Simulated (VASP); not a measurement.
These are PW91 GGA, VASP's PBE PAW potentials (set 64) (plane waves; VASP) values and carry that method's errors.

A VASP calculation is set up with these files.

**POSCAR**
```
TiC
1.0
  0.0000000000   2.1650000000   2.1650000000
  2.1650000000   0.0000000000   2.1650000000
  2.1650000000   2.1650000000   0.0000000000
Ti C
1 1
Direct
  0.0000000000   0.0000000000   0.0000000000
  0.5000000000   0.5000000000   0.5000000000
```

KPOINTS:
```
Automatic mesh
0
Gamma
13 13 13
0 0 0
```

### INCAR
```
SYSTEM=TiC
LASPH=.True.   ! aspherical one-centre terms
LREAL=.False.   ! projection in real space or not
LMAXMIX=4   ! l cut-off of mixed one-centre charges
ALGO=Normal
NELM=100   ! most electronic steps
ISIF=3
LWAVE=.False.
GGA=91
ISMEAR=1
IBRION=2
EDIFFG=-0.01
NSW=60
ENCUT=520
SIGMA=0.1   ! width (eV)
EDIFF=1E-6
LCHARG=.False.
PREC=Accurate
```

POTCAR, in this order: Ti_sv C (PBE.64 set). Program: vasp_std.

The resulting files:

File OUTCAR:
```
 ion  position               nearest neighbor table
   1  0.000  0.000  0.000-   2 2.17   2 2.17   2 2.17   2 2.17   2 2.17   2 2.17
   2  0.500  0.500  0.500-   1 2.17   1 2.17   1 2.17   1 2.17   1 2.17   1 2.17
  LATTYP: Found a face centered cubic cell.
 ALAT       =     4.3300000000
 Subroutine PRICEL returns:
 Original cell was already a primitive cell.
 Subroutine GETGRP returns: Found 48 space group operations
The static configuration has the point symmetry O_h .
The dynamic configuration has the point symmetry O_h .
 Subroutine INISYM returns: Found 48 space group operations
 Subroutine IBZKPT returns following result:
 Found     84 irreducible k-points:

 Following reciprocal coordinates:
            Coordinates               Weight
  0.000000  0.000000  0.000000      1.000000
  0.076923  0.000000  0.000000      8.000000
  0.153846  0.000000  0.000000      8.000000
  0.230769  0.000000  0.000000      8.000000
  0.307692  0.000000  0.000000      8.000000
  0.384615  0.000000  0.000000      8.000000
  0.461538  0.000000  0.000000      8.000000
  0.076923  0.076923  0.000000      6.000000
  0.153846  0.076923  0.000000     24.000000
  0.230769  0.076923  0.000000     24.000000
  0.307692  0.076923  0.000000     24.000000
  0.384615  0.076923  0.000000     24.000000
  0.461538  0.076923  0.000000     24.000000
 -0.461538  0.076923  0.000000     24.000000
 -0.384615  0.076923  0.000000     24.000000
 -0.307692  0.076923  0.000000     24.000000
 -0.230769  0.076923  0.000000     24.000000
 -0.153846  0.076923  0.000000     24.000000
 -0.076923  0.076923  0.000000     12.000000
  0.153846  0.153846  0.000000      6.000000
  0.230769  0.153846  0.000000     24.000000
  0.307692  0.153846  0.000000     24.000000
  0.384615  0.153846  0.000000     24.000000
  0.461538  0.153846  0.000000     24.000000
...
```

### OSZICAR
```
       N       E                     dE             d eps       ncg     rms          rms(c)
DAV:   1     0.115442957486E+03    0.11544E+03   -0.84934E+03  2016   0.160E+03
DAV:   2    -0.143739870637E+02   -0.12982E+03   -0.12367E+03  2116   0.376E+02
DAV:   3    -0.239083268739E+02   -0.95343E+01   -0.91204E+01  2628   0.970E+01
DAV:   4    -0.243719997398E+02   -0.46367E+00   -0.46320E+00  2700   0.205E+01
DAV:   5    -0.243837981983E+02   -0.11798E-01   -0.11798E-01  2704   0.298E+00    0.188E+01
DAV:   6    -0.194292203496E+02    0.49546E+01   -0.32881E+01  2384   0.708E+01    0.733E+00
DAV:   7    -0.187627654388E+02    0.66645E+00   -0.51182E+00  2476   0.291E+01    0.497E+00
DAV:   8    -0.187274112757E+02    0.35354E-01   -0.13773E-01  2156   0.488E+00    0.319E+00
DAV:   9    -0.187245908880E+02    0.28204E-02   -0.16916E-01  2308   0.527E+00    0.812E-01
DAV:  10    -0.187212643363E+02    0.33266E-02   -0.17053E-02  2868   0.186E+00    0.593E-01
DAV:  11    -0.187196540714E+02    0.16103E-02   -0.72175E-03  2156   0.132E+00    0.123E-01
DAV:  12    -0.187196655132E+02   -0.11442E-04   -0.44970E-04  2272   0.281E-01    0.397E-02
DAV:  13    -0.187196518469E+02    0.13666E-04   -0.27140E-05  2856   0.672E-02    0.144E-02
DAV:  14    -0.187196504183E+02    0.14285E-05   -0.22451E-06  2100   0.117E-02    0.297E-03
DAV:  15    -0.187196503148E+02    0.10356E-06   -0.25081E-07  1100   0.777E-03
   1 F= -.18719650E+02 E0= -.18719583E+02  d E =-.187197E+02
       N       E                     dE             d eps       ncg     rms          rms(c)
DAV:   1    -0.187347111132E+02   -0.15061E-01   -0.33577E-01  2036   0.947E+00    0.123E+00
DAV:   2    -0.187227284379E+02    0.11983E-01   -0.82509E-02  2308   0.439E+00    0.404E-01
DAV:   3    -0.187191376435E+02    0.35908E-02   -0.13605E-02  2304   0.132E+00    0.148E-01
DAV:   4    -0.187191246184E+02    0.13025E-04   -0.37736E-03  2124   0.639E-01    0.769E-02
DAV:   5    -0.187194009334E+02   -0.27631E-03   -0.40403E-04  2532   0.191E-01    0.276E-02
DAV:   6    -0.187194620961E+02   -0.61163E-04   -0.15682E-04  2824   0.668E-02    0.229E-02
DAV:   7    -0.187194817363E+02   -0.19640E-04   -0.30834E-05  2348   0.579E-02    0.148E-02
DAV:   8    -0.187194803373E+02    0.13990E-05   -0.10764E-05  2276   0.335E-02    0.179E-03
DAV:   9    -0.187194803920E+02   -0.54681E-07   -0.93300E-07  1404   0.764E-03
   2 F= -.18719480E+02 E0= -.18719418E+02  d E =0.169923E-03
       N       E                     dE             d eps       ncg     rms          rms(c)
DAV:   1    -0.187247266772E+02   -0.52463E-02   -0.10761E-01  2036   0.533E+00    0.685E-01
DAV:   2    -0.187207951959E+02    0.39315E-02   -0.24237E-02  2276   0.242E+00    0.217E-01
DAV:   3    -0.187198059759E+02    0.98922E-03   -0.39414E-03  2288   0.708E-01    0.855E-02
DAV:   4    -0.187197906250E+02    0.15351E-04   -0.12420E-03  2132   0.375E-01    0.449E-02
DAV:   5    -0.187198729572E+02   -0.82332E-04   -0.11193E-04  2440   0.112E-01    0.150E-02
DAV:   6    -0.187198996648E+02   -0.26708E-04   -0.64985E-05  2848   0.421E-02    0.140E-02
DAV:   7    -0.187199063949E+02   -0.67301E-05   -0.93413E-06  2272   0.311E-02    0.378E-03
DAV:   8    -0.187199060695E+02    0.32548E-06   -0.18469E-06  1740   0.128E-02
   3 F= -.18719906E+02 E0= -.18719841E+02  d E =-.255755E-03
```

**OUTCAR**
```
------------------------ aborting loop because EDIFF is reached ----------------------------------------
  FORCE on cell =-STRESS in cart. coord.  units (eV):
  Direction    XX          YY          ZZ          XY          YZ          ZX
  --------------------------------------------------------------------------------------
  Total       -0.0015737     -0.0015737     -0.0015737     -0.0000000      0.0000000     -0.0000000
  in kB       -0.1237368     -0.1237368     -0.1237368     -0.0000000      0.0000000     -0.0000000
  external PRESSURE =      -0.1237368 kB  Pullay stress =       0.0000000 kB
  volume of cell :       20.38
      direct lattice vectors                 reciprocal lattice vectors
     0.000000000  2.167880634  2.167880634    -0.230640005  0.230640005  0.230640005
     2.167880634  0.000000000  2.167880634     0.230640005 -0.230640005  0.230640005
     2.167880634  2.167880634  0.000000000     0.230640005  0.230640005 -0.230640005
 POSITION                                       TOTAL-FORCE (eV/Angst)
 -----------------------------------------------------------------------------------
      0.00000      0.00000      0.00000         0.000000      0.000000      0.000000
      2.16788      2.16788      2.16788        -0.000000     -0.000000     -0.000000
 -----------------------------------------------------------------------------------
    total drift:                                0.000000     -0.000000     -0.000000
  FREE ENERGIE OF THE ION-ELECTRON SYSTEM (eV)
  ---------------------------------------------------
  free  energy   TOTEN  =       -18.7199060695 eV

  energy  without entropy=      -18.7197109306  energy(sigma->0) =      -18.71984102

 reached required accuracy - stopping structural energy minimisation
```
(Selected blocks of OUTCAR.)

File CONTCAR:
```
TiC
   1.00000000000000
     0.0000000000000000    2.1678806337264462    2.1678806337264462
     2.1678806337264462    0.0000000000000000    2.1678806337264462
     2.1678806337264462    2.1678806337264462    0.0000000000000000
  Ti              C
     1     1
Direct
     0.0000000000000000    0.0000000000000000    0.0000000000000000
     0.5000000000000000    0.5000000000000000    0.5000000000000000
```

**OUTCAR**
```
 val. band max:        9.2681553745   @ k =   0.4615   0.4615   0.0000

 cond. band min:       9.3709240671   @ k =   0.3846   0.3077   0.0000


 Fermi energy:         9.3661399841

 k-point     1 :       0.0000    0.0000    0.0000
  band No.  band energies     occupation
      1     -47.1255      2.00000
      2     -23.2651      2.00000
      3     -23.2651      2.00000
      4     -23.2651      2.00000
      5      -3.0091      2.00000
      6      10.0051     -0.00000
      7      10.0051     -0.00000
      8      10.0051     -0.00000
      9      10.9923     -0.00000
     10      10.9923     -0.00000
     11      10.9923     -0.00000
     12      11.0073     -0.00000

 k-point     2 :       0.0769    0.0000    0.0000
  band No.  band energies     occupation
      1     -47.1213      2.00000
      2     -23.2942      2.00000
      3     -23.2679      2.00000
      4     -23.2679      2.00000
      5      -2.8766      2.00000
      6       9.3894      0.61726
      7       9.6423     -0.00067
      8       9.6423     -0.00067
      9      10.3141     -0.00000
     10      10.3141     -0.00000
     11      11.3062     -0.00000
     12      12.2408      0.00000

 k-point     3 :       0.1538    0.0000    0.0000
  band No.  band energies     occupation
      1     -47.1099      2.00000
      2     -23.3743      2.00000
      3     -23.2754      2.00000
      4     -23.2754      2.00000
      5      -2.4915      2.00000
      6       8.2409      2.00000
      7       8.6731      2.00000
      8       8.6731      2.00000
      9      10.5299     -0.00000
     10      10.5299     -0.00000
     11      11.6885      0.00000
     12      13.5445      0.00000

 k-point     4 :       0.2308    0.0000    0.0000
  band No.  band energies     occupation
      1     -47.0936      2.00000
      2     -23.4855      2.00000
      3     -23.2861      2.00000
      4     -23.2861      2.00000
      5      -1.8902      2.00000
      6       6.9431      2.00000
...
```

The compound is TiC in the rock salt structure. This run relaxes it. Symmetry was kept, so distortions that lower it aren't found.
